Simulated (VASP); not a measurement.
## Hg$_{2}$Zn$_{2}$S$_{4}$ (ordered alloy cell): computed properties

All values below come from PBEsol GGA, VASP's PBE PAW potentials (set 64) (plane waves; VASP 6.6.1).

For Hg2Zn2S4, the space group is R3m (160), the cell is a = 3.9527 Å, b = 3.9527 Å, c = 39.4168 Å, α = 90.00°, β = 90.00°, γ = 120.00° and the volume per atom is 22.22 Å³/atom. The band gap (over mesh and band path) is 0.20 eV and the smallest direct gap (over mesh and band path) is 0.20 eV. The band-edge character is direct, Γ to Γ and the density is 6.17 g/cm³.

Space group R3m, hexagonal axes (No. 160); a = 3.953 Å, b = 3.953 Å, c = 39.417 Å, α = 90.00°, β = 90.00°, γ = 120.00°

```csv
atom,site,symmetry,x,y,z
Zn,3a,3m,0.0000,0.0000,0.9963
Zn,3a,3m,0.0000,0.0000,0.2532
S,3a,3m,0.0000,0.0000,0.3121
S,3a,3m,0.0000,0.0000,0.5690
S,3a,3m,0.0000,0.0000,0.8114
S,3a,3m,0.0000,0.0000,0.0548
Hg,3a,3m,0.0000,0.0000,0.5052
Hg,3a,3m,0.0000,0.0000,0.7480
```
(The calculation used a cell of 8 atoms; values per cell refer to that cell.)

Unless said otherwise, spin-orbit coupling is left out, though it shifts the bands of the heavy elements here.

The structure was generated: Hg2Zn2S4 was put into an ordered model structure (R3m), which need not be its known phase. It was relaxed first. Symmetry was kept, so distortions that lower it aren't found.
